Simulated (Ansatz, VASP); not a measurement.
**Cross-check of SiC (Moissanite) between VASP and Ansatz**

Aim: how closely do two programs agree when they are given the same cell, functional and k mesh? Of the first pair: The cell is taken from a series of runs on this material, whose earlier steps may have relaxed, scaled, displaced or heated it; both programs get it as it stands.

Calculated with Ansatz 0.2.0; plane waves, with VASP 6.6.1 beside it; relaxation of cell and atoms at PBE and single point at PBE.

## Step 1: The starting structure

It takes space group P6_3mc (No. 186, hexagonal). Conventional cell: a = 3.092 Å, b = 3.092 Å, c = 5.075 Å, α = 90.00°, β = 90.00°, γ = 120.00°. Nearest to C lie 4 Si at 1.89 to 1.91 Å. Nearest to Si lie 4 C at 1.89 to 1.91 Å. Farther neighbours are not listed.

## Step 2: VASP: relaxation of cell and atoms, PBE

The relaxed volume is the usual yardstick between codes: in a stiff, nearly cubic crystal its relative difference is about their pressure difference at one cell divided by the bulk modulus.

Lines of VASP's logs that name or quote its potential files are left out, and so is its time.

The input, INCAR:

```
SYSTEM = SiC
PREC = Accurate
ENCUT = 600
EDIFF = 1E-07
NELM = 120
ISMEAR = 0
SIGMA = 0.02
LREAL = .FALSE.
ALGO = Normal
GGA = PE
NBANDS = 14
LORBIT = 11
LWAVE = .FALSE.
LCHARG = .FALSE.
ISIF = 3
IBRION = 2
NSW = 80
EDIFFG = -0.005
LASPH = .TRUE.
GGA_COMPAT = .FALSE.
NELMIN = 4
EFERMI = MIDGAP
KPAR = 2
```

The input, POSCAR:

```
SiC
1.0
    3.0915300000      0.0000000000      0.0000000000
   -1.5457650000      2.6773440000      0.0000000000
    0.0000000000      0.0000000000      5.0752890000
C Si
2 2
Direct
    0.3333333334      0.6666666668      0.3803926732
    0.6666666668      0.3333333334      0.8803926732
    0.3333333334      0.6666666668      0.0046073731
    0.6666666668      0.3333333334      0.5046073731
```

The input, KPOINTS:

```
Automatic mesh
0
Gamma
12 12 6
0 0 0
```

Potentials, in the order of the species: C and Si (PBE family, release 64).

On the command line:

```bash
mpirun -np 2 vasp_std
```

Numbers of over 12 decimals in the logs are rounded to 6 here.

Log:

```text
[banner, memory and clock lines left out]
running    2 mpi-ranks, on    1 nodes
 distrk:  each k-point on    1 cores,    2 groups
 distr:  one band on    1 cores,    1 groups

 POSCAR found type information on POSCAR C Si
 POSCAR found :  2 types and       4 ions
 LDA part: xc-table for (Slater+PW92), standard interpolation
 POSCAR, INCAR and KPOINTS ok, starting setup
 FFT: planning ... GRIDC
 FFT: planning ... GRID_SOFT
 FFT: planning ... GRID
 WAVECAR not read
 entering main loop
       N       E                     dE             d eps       ncg     rms          rms(c)
DAV:   1     0.338417827282E+02    0.33842E+02   -0.79232E+03  2128   0.114E+03
DAV:   2    -0.306806201680E+02   -0.64522E+02   -0.58439E+02  3078   0.180E+02
DAV:   3    -0.337214708426E+02   -0.30409E+01   -0.30215E+01  2926   0.369E+01
DAV:   4    -0.337511321209E+02   -0.29661E-01   -0.29656E-01  2428   0.435E+00
DAV:   5    -0.337515184091E+02   -0.38629E-03   -0.38621E-03  2938   0.468E-01    0.122E+01
DAV:   6    -0.302015084620E+02    0.35500E+01   -0.84453E+00  2734   0.177E+01    0.549E+00
DAV:   7    -0.301298979677E+02    0.71610E-01   -0.10239E+00  2944   0.626E+00    0.242E+00
DAV:   8    -0.301139657205E+02    0.15932E-01   -0.49968E-02  2512   0.151E+00    0.601E-01
DAV:   9    -0.301126826252E+02    0.12831E-02   -0.77974E-03  2758   0.623E-01    0.127E-01
DAV:  10    -0.301129692348E+02   -0.28661E-03   -0.84746E-04  2740   0.188E-01    0.573E-02
DAV:  11    -0.301129941430E+02   -0.24908E-04   -0.10896E-04  2452   0.783E-02    0.130E-02
DAV:  12    -0.301129953899E+02   -0.12469E-05   -0.53575E-06  2758   0.166E-02    0.342E-03
DAV:  13    -0.301129959131E+02   -0.52318E-06   -0.32149E-07  2632   0.408E-03    0.219E-03
DAV:  14    -0.301129959533E+02   -0.40246E-07   -0.10598E-08  1586   0.793E-04
   1 F= -.30112996E+02 E0= -.30112996E+02  d E =-.301130E+02
 curvature:   0.00 expect dE= 0.000E+00 dE for cont linesearch  0.000E+00
 trial: gam= 0.00000 g(F)=  0.536E-06 g(S)=  0.806E-04 ort = 0.000E+00 (trialstep = 0.100E+01)
 search vector abs. value=  0.811E-04
 bond charge predicted
       N       E                     dE             d eps       ncg     rms          rms(c)
DAV:   1    -0.301130326741E+02   -0.36761E-04   -0.13917E-03  2482   0.297E-01    0.426E-02
DAV:   2    -0.301130081762E+02    0.24498E-04   -0.49339E-05  2656   0.516E-02    0.217E-02
DAV:   3    -0.301130018898E+02    0.62864E-05   -0.15456E-05  2710   0.260E-02    0.410E-03
DAV:   4    -0.301130015028E+02    0.38691E-06   -0.15029E-06  2758   0.811E-03    0.193E-03
DAV:   5    -0.301130016539E+02   -0.15104E-06   -0.14984E-07  1626   0.270E-03    0.157E-03
DAV:   6    -0.301130017995E+02   -0.14565E-06   -0.19185E-08  1166   0.117E-03    0.247E-04
DAV:   7    -0.301130017881E+02    0.11435E-07   -0.73944E-09  1136   0.605E-04
   2 F= -.30113002E+02 E0= -.30113002E+02  d E =-.583478E-05
 trial-energy change:   -0.000006  1 .order   -0.000003   -0.000081    0.000075
 step:   0.5462(harm=  0.5190)  dis= 0.00004  next Energy=   -30.113019 (dE=-0.226E-04)
 bond charge predicted
       N       E                     dE             d eps       ncg     rms          rms(c)
DAV:   1    -0.301130267543E+02   -0.24955E-04   -0.28526E-04  2488   0.134E-01    0.193E-02
DAV:   2    -0.301130210129E+02    0.57414E-05   -0.10074E-05  2656   0.233E-02    0.989E-03
DAV:   3    -0.301130189672E+02    0.20457E-05   -0.31673E-06  2680   0.118E-02    0.186E-03
DAV:   4    -0.301130187311E+02    0.23617E-06   -0.30751E-07  2404   0.367E-03    0.870E-04
DAV:   5    -0.301130185982E+02    0.13287E-06   -0.30519E-08  1166   0.122E-03    0.701E-04
DAV:   6    -0.301130185303E+02    0.67941E-07   -0.40351E-09  1112   0.541E-04
   3 F= -.30113019E+02 E0= -.30113019E+02  d E =-.225769E-04
 curvature:  -0.26 expect dE=-0.447E-06 dE for cont linesearch -0.483E-07
 trial: gam= 0.06927 g(F)=  0.906E-06 g(S)=  0.821E-06 ort =-0.389E-05 (trialstep = 0.909E+00)
 search vector abs. value=  0.158E-05
 reached required accuracy - stopping structural energy minimisation
```

From OUTCAR (step 2):

```text
ion  position               nearest neighbor table
   1  0.333  0.667  0.380-   4 1.89   4 1.89   4 1.89   3 1.91
   2  0.667  0.333  0.880-   3 1.89   3 1.89   3 1.89   4 1.91
   3  0.333  0.667  0.005-   2 1.89   2 1.89   2 1.89   1 1.91   4 3.10   4 3.10   4 3.10   4 3.10
                             4 3.10   4 3.10
   4  0.667  0.333  0.505-   1 1.89   1 1.89   1 1.89   2 1.91   3 3.10   3 3.10   3 3.10   3 3.10
                             3 3.10   3 3.10

  LATTYP: Found a hexagonal cell.
 ALAT       =     3.0915300000
 C/A-ratio  =     1.6416754811

 Subroutine GETGRP returns: Found 12 space group operations
 (whereof  6 operations were pure point group operations)

The static configuration has the point symmetry C_3v.
 The point group associated with its full space group is C_6v.

 Found     76 irreducible k-points:

   k-points           NKPTS =     76   k-points in BZ     NKDIM =     76   number of bands    NBANDS=     14

   dimension x,y,z NGX =    28 NGY =   28 NGZ =   42
   dimension x,y,z NGXF=    56 NGYF=   56 NGZF=   84

   ENCUT  =  600.0 eV  44.10 Ry    6.64 a.u.   6.17  6.17 10.14*2*pi/ulx,y,z

   NELECT =      16.0000    total number of electrons

 k-points in reciprocal lattice and weights: Automatic mesh
   0.00000000  0.00000000  0.00000000       0.001
   0.08333333 -0.00000000  0.00000000       0.007
   0.16666667 -0.00000000  0.00000000       0.007
   0.25000000 -0.00000000  0.00000000       0.007
   0.33333333  0.00000000  0.00000000       0.007
   0.41666667  0.00000000  0.00000000       0.007
   0.50000000 -0.00000000  0.00000000       0.003
   0.08333333  0.08333333  0.00000000       0.007
   0.16666667  0.08333333  0.00000000       0.014
[...]
0.33333333  0.25000000  0.50000000       0.014
   0.33333333  0.33333333  0.50000000       0.002

 average (electrostatic) potential at core
       1 -44.9685       2 -44.9685       3 -80.5743       4 -80.5743

 E-fermi :   9.2448

 k-point     1 :       0.0000    0.0000    0.0000
  band No.  band energies     occupation
    ...
      4       6.7850      2.00000
      5       6.7850      2.00000
      6       7.9825      2.00000
      7       8.0944      2.00000
      8       8.0944      2.00000
      9      12.7772      0.00000
     10      14.1471      0.00000
     11      14.6750      0.00000
     12      14.6750      0.00000
     13      15.7176      0.00000
    ...

 k-point     2 :       0.0833   -0.0000    0.0000
  band No.  band energies     occupation
    ...
      4       6.1044      2.00000
      5       6.5770      2.00000
      6       7.6304      2.00000
      7       7.9050      2.00000
      8       8.0272      2.00000
      9      13.1921      0.00000
     10      14.1841      0.00000
     11      14.6529      0.00000
     12      14.9213      0.00000
     13      15.8953      0.00000
    ...

 k-point     3 :       0.1667   -0.0000    0.0000
  band No.  band energies     occupation
    ...
      4       4.6291      2.00000
      5       6.1061      2.00000
      6       6.5167      2.00000
      7       7.6232      2.00000
      8       7.8067      2.00000
      9      12.8988      0.00000
     10      14.7338      0.00000
     11      15.1187      0.00000
     12      15.2847      0.00000
     13      15.4492      0.00000
    ...

  Total        0.0058346      0.0058346      0.0001564      0.0000000      0.0000000      0.0000000
  in kB        0.2227217      0.2227218      0.0059710      0.0000000      0.0000000      0.0000000
  external PRESSURE =       0.1504715 kB  Pullay stress =       0.0000000 kB

  energy-cutoff  :      600.00
  volume of cell :       41.97
      direct lattice vectors                 reciprocal lattice vectors
     3.090884502  0.000000000 -0.000000000     0.323531986  0.186791245  0.000000000
    -1.545442251  2.676784982  0.000000000     0.000000000  0.373582490  0.000000000
    -0.000000000  0.000000000  5.073003209     0.000000000  0.000000000  0.197121894

 POSITION                                       TOTAL-FORCE (eV/Angst)
 -----------------------------------------------------------------------------------
     -0.00000      1.78452      1.92978        -0.000000     -0.000000      0.002167
      1.54544      0.89226      4.46628         0.000000      0.000000      0.002167
     -0.00000      1.78452      0.02333         0.000000      0.000000     -0.002167
      1.54544      0.89226      2.55983         0.000000     -0.000000     -0.002167
 -----------------------------------------------------------------------------------
    total drift:                               -0.000000     -0.000000     -0.000064

  FREE ENERGIE OF THE ION-ELECTRON SYSTEM (eV)
  ---------------------------------------------------
  free  energy   TOTEN  =       -30.1130185303 eV

  energy  without entropy=      -30.1130185303  energy(sigma->0) =      -30.11301853

 reached required accuracy - stopping structural energy minimisation

 total charge
# of ion       s       p       d       tot
------------------------------------------
    1        0.834   1.698   0.000   2.533
    2        0.834   1.698   0.000   2.533
    3        0.707   0.957   0.000   1.664
    4        0.707   0.957   0.000   1.664
--------------------------------------------------
tot          3.083   5.310   0.000   8.393

[... 3 further parts left out ...]
```

CONTCAR:

```
SiC
   1.00000000000000
     3.0908845022228006    0.0000000000000000   -0.0000000000000000
    -1.5454422511114003    2.6767849822240395    0.0000000000000000
    -0.0000000000000000    0.0000000000000000    5.0730032088841766
  C               Si
     2     2
Direct
     0.3333333333999988    0.6666666667999976    0.3804013236889974
     0.6666666667999976    0.3333333333999988    0.8804013236889974
     0.3333333333999988    0.6666666667999976    0.0045987226110027
     0.6666666667999976    0.3333333333999988    0.5045987226110027
```

## Step 3: Ansatz: relaxation of cell and atoms, PBE

Ansatz runs on its PAW soft_1 files.

The same cell, functional, mesh and smearing now go to Ansatz, which takes its cutoff from its data sets.

The input, input.yaml:

```yaml
crystal:
  lattice:
    - [3.0915304342, 0.0, 0.0]
    - [-1.5457652171, 2.6773438926, 0.0]
    - [0.0, 0.0, 5.0752891233]
  atoms:
    - { symbol: C, position: [0.3333333333, 0.6666666667, 0.380392656] }
    - { symbol: C, position: [0.6666666667, 0.3333333333, 0.880392656] }
    - { symbol: Si, position: [0.3333333333, 0.6666666667, 0.004607344] }
    - { symbol: Si, position: [0.6666666667, 0.3333333333, 0.504607344] }
kpoints:
  mp_grid: { grid: [12, 12, 6] }
hamiltonian:
  xc: pbe
  pseudopotentials: { kind: paw, azcp: { folder: soft_1 } }
scf:
  occupations: { method: gaussian, width: 0.02 }
output:
  forces: true
  stress: true
  eigenvalues: true
relax:
  adjacent_minimum: "off"
  f_tol: 0.005
  max_steps: 80
  cell: { stress_tol: 0.05 }
```

On the command line:

```bash
ansatz run input.yaml --threads 4 --pin off --max-ram 16384MiB --backend cpu --events-out ev --progress --plain --runs-dir out
```

Log:

```text
Engine: ansatz 0.2.0, x86_64-unknown-linux-gnu
Pseudopotentials: kind: paw
Pseudopotential: C, paw, valence charge 4, recommended cutoff 420 eV (normal), soft_1/C.paw.azcp
Pseudopotential: Si, paw, valence charge 4, recommended cutoff 420 eV (normal), soft_1/Si.paw.azcp
Functional definition: PBE
  parameter kappa = 0.804
  parameter beta = 0.066725
  exchange = pbe_x(kappa = kappa, mu = beta*pi^2/3)
  correlation = pbe_c(beta = beta)
Crystal: 4 atoms, lattice volume = 42.009 Å³
Basis set: ecut = 420 eV, 809 PW (Γ), exchange–correlation on 48×48×72 points (8 copies of the dense FFT grid, shifted against one another)
Bands: 12, of which v1, the nominal top of the filled ones, is band 8 counted from 1 (7 counted from 0)
Symmetry: 12 space group operations
Space group: P63mc (ITA 186), of the structure as read, at distance tolerance 3.5e-5 Å
k-points: 76 of 864 (time reversal used)
Non-local potential: C, projectors of the file, l = 0: 2, l = 1: 2, l = 2: 1
Non-local potential: Si, projectors of the file, l = 0: 2, l = 1: 2, l = 2: 1
PAW form: soft (Blöchl's): semilocal exchange-correlation on the pseudo side does not see the compensation charge
PAW one-centre angular grid: C, 110 points (default); XC on 64 Gauss nodes
PAW one-centre angular grid: Si, 110 points (default); XC on 64 Gauss nodes
Initial density: superposition of atomic densities (chi_scale 0.1, normalization cell, long waves kept (reshape's long-wave potential 0.00 eV rms))
Initial wavefunctions: pseudopotential atomic-orbital guess
Functional: x = pbe(κ = 0.804, μ = 0.219515), c = pbe(β = 0.066725)
SCF iter   1: F=—  HF=-1777.245648 eV  |F-HF|=—  |Δ(HF+E_count)|=         —  Δρ=1.36e-1  dr2=9.52e0  ethr=3.10e-3  ⟨swp⟩=6.0  Hψ=6537  notcnv=0
preconditioner: auto → none  [insulator: Δε(μ)=4.348 eV  Ē_g=12.639 eV  σ=0.020 eV  W_gap=1.00  n_scr=2 (ndim 8)  ℏωp=22.9 eV  f_vac=0.000  D(μ)=0.00/eV (n_scr^D=0)  ε∞_Penn≈4.3]
SCF iter   2: F=—  HF=-1774.473373 eV  |F-HF|=—  |Δ(HF+E_count)|=    2.77e0  Δρ=4.91e-2  dr2=6.35e-1  ethr=3.10e-3  ⟨swp⟩=4.1  Hψ=3006  notcnv=0
SCF iter   3: F=—  HF=-1774.318600 eV  |F-HF|=—  |Δ(HF+E_count)|=   1.55e-1  Δρ=1.96e-2  dr2=8.38e-2  ethr=3.10e-3  ⟨swp⟩=2.4  Hψ=1992  notcnv=0
SCF iter   4: F=—  HF=-1774.314427 eV  |F-HF|=—  |Δ(HF+E_count)|=   4.17e-3  Δρ=1.44e-3  dr2=6.82e-4  ethr=5.24e-4  ⟨swp⟩=2.0  Hψ=1232  notcnv=0
SCF iter   5: F=—  HF=-1774.314633 eV  |F-HF|=—  |Δ(HF+E_count)|=   2.06e-4  Δρ=2.41e-4  dr2=8.67e-6  ethr=4.26e-6  ⟨swp⟩=2.4  Hψ=1518  notcnv=0
SCF iter   6: F=—  HF=-1774.314584 eV  |F-HF|=—  |Δ(HF+E_count)|=   4.84e-5  Δρ=7.18e-5  dr2=1.28e-6  ethr=5.42e-8  ⟨swp⟩=2.0  Hψ=1520  notcnv=0
SCF iter   7: F=-1774.314584 eV  HF=-1774.314584 eV  |F-HF|=2.81e-8  |Δ(HF+E_count)|=   3.90e-7  Δρ=1.60e-5  dr2=5.64e-8  ethr=6.25e-10  ⟨swp⟩=3.4  Hψ=4031  notcnv=0
SCF 1 converged in 7 iterations: F = -1774.314584 eV  dr2 = 5.64e-8
  greatest PAW one-centre occupation: 0.646 electrons in one spin orbital (limit 2), on the C atom at site 1 (counted from 0), in its partial waves of l = 0
relax step   1: F+E_penalty+E_count = -1774.31458406 eV  Δ(F+E_penalty+E_count) = +0.000e0 eV  max|allowed force component| = 1.553e-3 eV/Å  Δτ_max = 0.0000 Å  P = +0.010 GPa  Ω = 42.009 Å³  (7 SCF iters, dr2 threshold 1.00e-7 eV, accepted)
[...]
relax step   2: F+E_penalty+E_count = -1774.31458690 eV  Δ(F+E_penalty+E_count) = -2.839e-6 eV  max|allowed force component| = 2.127e-3 eV/Å  Δτ_max = 0.0002 Å  P = +0.003 GPa  Ω = 42.010 Å³  energy of the carried Pulay correction = -9.649e-7 eV  (3 SCF iters, dr2 threshold 2.01e-8 eV, accepted)
[...]
relax step   3: F+E_penalty+E_count = -1774.31458387 eV  Δ(F+E_penalty+E_count) = +3.024e-6 eV  max|allowed force component| = 2.120e-3 eV/Å  Δτ_max = 0.0000 Å  P = +0.003 GPa  Ω = 42.010 Å³  stress off target by 3.33e-2 GPa  SCF on the basis re-selected at this cell (its energy is not comparable with the rows above)  (4 SCF iters)
basis re-selected at this cell: Δ(F+E_penalty+E_count) = +3.024e-6 eV, ΔP = -0.000 GPa vs the last step (what re-selecting the basis moved, of the pressure what is left beyond the Pulay correction that the steps carried, after the strain that the cell walked since its last selection, with what the two solves' SCF thresholds leave and, on support functions, any second-order correction that the steps lacked; it is no m [...]
SCF converged after 4 iterations
Free energy (F): -1774.314584 eV
Harris-Foulkes:  -1774.314584 eV  (|F-HF|=1.14e-11)
Internal energy: -1774.314584 eV  (E = F + TS)
E sigma→0 (E₀):  -1774.314584 eV
Fermi energy:    10.591320 eV
--- Per-component energies (eV) ---
  E_band       = 55.059565
  E_kinetic    = 265.258906
  E_local      = -194.518112  (includes V_loc(G=0)·N_el)
  E_nonlocal   = 89.966262
  E_hartree    = 64.879314
  E_xc         = -210.868822
  E_vxc        = -216.785715  (∫ρ·V_xc dr)
  E_paw        = -1223.128414  (= ΣΔE_a)
  E_vpaw       = -18.620574  (= ΣTr[D̂ρ^β])
  E_aug_tail   = 0.000106  (compensation charges beyond the density's cutoff)
  E_ewald      = -565.903824
  E_smearing   = -0.000000  (= −TS)
  E_closure    = -0.000000  (closes the sum)
  Σ components = -1774.314584   (vs F -1774.314584, Δ=0.00e0)
--- Forces (eV/Å), atoms counted from 1 ---
  atom   1  C      0.00000000    -0.00000000    -0.00212023
  atom   2  C      0.00000000     0.00000000    -0.00212023
  atom   3  Si     0.00000000    -0.00000000     0.00212047
  atom   4  Si    -0.00000000     0.00000000     0.00212047
  max |Σ_I F_I| component: 4.91e-7 eV/Å
--- Stress (GPa, compression-positive) ---
       -0.012327       0.000000      -0.000000
        0.000000      -0.012327       0.000000
        0.000000       0.000000       0.033329
  P = ⅓ Tr σ = 0.0029 GPa (0.029 kbar)
--- Band table (eV; the first three rows and the last of 76) ---
  k-point 0: bands = [... 4 lower, 8.1263, 9.3296, 9.4367, 9.4367, 14.1025, 15.4616, 16.0121, 16.0121]
  k-point 1: bands = [... 4 lower, 8.2016, 8.5940, 9.3341, 9.3341, 14.2278, 16.0063, 16.0611, 16.0611]
  k-point 2: bands = [... 4 lower, 8.4153, 8.4153, 9.0664, 9.0664, 14.5982, 15.9385, 16.2688, 16.2688]
  k-point 75: bands = [... 4 lower, 3.8746, 3.8746, 7.7102, 7.7102, 14.4325, 14.4325, 15.4299, 15.4299]
--- Relaxed structure (2 steps of the walk, 2 accepted, 1 SCFs on fresh bases) ---
  F+E_penalty+E_count = -1774.31458387 eV   max|allowed force component| = 2.120e-3 eV/Å   (the final SCF, on the basis selected at the relaxed cell)
  cell:  # Å, volume = 42.0096 Å³
    - [3.092015, 0, 0]
    - [-1.546007, 2.677763, 0]
    - [0, 0, 5.073821]
  atoms:
    - { symbol: C, position: [0.333333, 0.666667, 0.380436] }
    - { symbol: C, position: [0.666667, 0.333333, 0.880436] }
    - { symbol: Si, position: [0.333333, 0.666667, 0.00456395] }
    - { symbol: Si, position: [0.666667, 0.333333, 0.504564] }
```

## Step 4: Comparison

Known differences besides the potentials themselves: the cutoff is 420 eV in Ansatz and 600 eV in VASP; Ansatz adds a Pulay correction to the stress that steers its cell, VASP none. Total energies have different zeros and are not compared.

The two programs side by side:

```
                                         quantity  Ansatz   VASP  difference
                                      volume (Å³)   42.01  41.97     +0.09 %
edge a after relaxation, in the typed setting (Å)   3.092  3.091     +0.04 %
edge c after relaxation, in the typed setting (Å)   5.074  5.073     +0.02 %
```

[end of part 1 of 2]

[Lines on the potential files, build, host, timing and source positions are cut from VASP's logs without a mark.]

[Logs are printed without paths, hosts, clocks, repeated set-up lines and the standing remarks that a program may print on its own settings, such as how far it seeks lower states.]

[Hosts, paths, dates, database ids (printed as entryN), source tags and the programs' standing remarks are cut or masked in the printed files.]
